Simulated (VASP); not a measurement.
Be3ZnSe4:

```xyz
16
Lattice="7.3850 0.0000 0.0000 0.0000 6.3950 0.0000 0.0000 0.0000 6.0300" Properties=species:S:1:pos:R:3 pbc="T T T"
Be    5.5388    4.2847    3.0150
Be    1.8462    4.2847    3.0150
Be    0.0000    0.9592    3.0150
Be    1.8462    2.1103    0.0000
Be    5.5388    2.1103    0.0000
Be    3.6925    5.4357    0.0000
Zn    0.0000    5.3078    0.0000
Zn    3.6925    1.0872    3.0150
Se    0.0000    5.2439    2.2311
Se    0.0000    0.9592    5.3064
Se    1.8462    4.2847    5.3064
Se    5.5388    4.2847    5.3064
Se    3.6925    1.1511    5.2461
Se    3.6925    5.4357    2.2914
Se    1.8462    2.1103    2.2914
Se    5.5388    2.1103    2.2914
```

The cell was built by a generator and needn't be a form met in nature.

| Quantity | Value |
| --- | --- |
| Program | VASP 6.6.1 |
| Task | relaxation of cell and atoms |
| Functional | PBE |
| Potentials or basis | VASP PAW PBE potentials, release 64 (Be, Zn, Se) |
| Cutoff | 520 eV |
| k mesh | 2 × 2 × 3 |
| Occupations | gaussian, width 0.15 eV |
| Spin | no spin polarisation |

At the start: pressure 7.6 GPa; volume 17.80 Å³/atom.

Question: How do energy, volume and symmetry change on relaxing?

Answer: Over 12 steps the energy falls by 163.4 meV/atom and the volume is 18.85 Å³/atom (+5.9 %); space group Pmn2_1 (No. 31, to 0.05 Å).

Step by step:
```tsv
step	energy change (eV)	largest force (eV/Å)	pressure (GPa)	volume (Å³)
1	0.0000	3.9705	7.62	284.78
2	-2.1243	0.6805	-3.80	321.12
3	-2.1488	0.8195	-2.91	316.56
4	-2.4731	0.4250	-0.54	304.19
5	-2.5153	0.4312	0.69	297.79
6	-2.5561	0.3019	0.28	299.77
7	-2.5727	0.1865	-0.20	301.60
8	-2.5744	0.2034	-0.49	302.27
9	-2.5941	0.1574	0.16	300.23
10	-2.5973	0.1683	0.34	299.01
11	-2.6115	0.1111	0.16	300.74
12	-2.6139	0.0678	0.05	301.64
```

Final structure:
```
CELL_PARAMETERS angstrom
7.54684 0.00000 0.00000
0.00000 6.47246 0.00000
0.00000 0.00000 6.17530
ATOMIC_POSITIONS crystal
Be 0.75028 0.66274 0.50024
Be 0.24972 0.66274 0.50024
Be 0.00000 0.17525 0.50246
Be 0.25028 0.33726 0.00024
Be 0.74972 0.33726 0.00024
Be 0.50000 0.82475 0.00246
Zn 0.00000 0.83365 0.00380
Zn 0.50000 0.16635 0.50380
Se 0.00000 0.83870 0.40314
Se 0.00000 0.19267 0.86761
Se 0.26516 0.65790 0.86626
Se 0.73484 0.65790 0.86626
Se 0.50000 0.16130 0.90314
Se 0.50000 0.80733 0.36761
Se 0.23484 0.34210 0.36626
Se 0.76516 0.34210 0.36626
```

Caveat: the k mesh is coarse (spacing up to 0.49 Å⁻¹), so the values aren't converged.
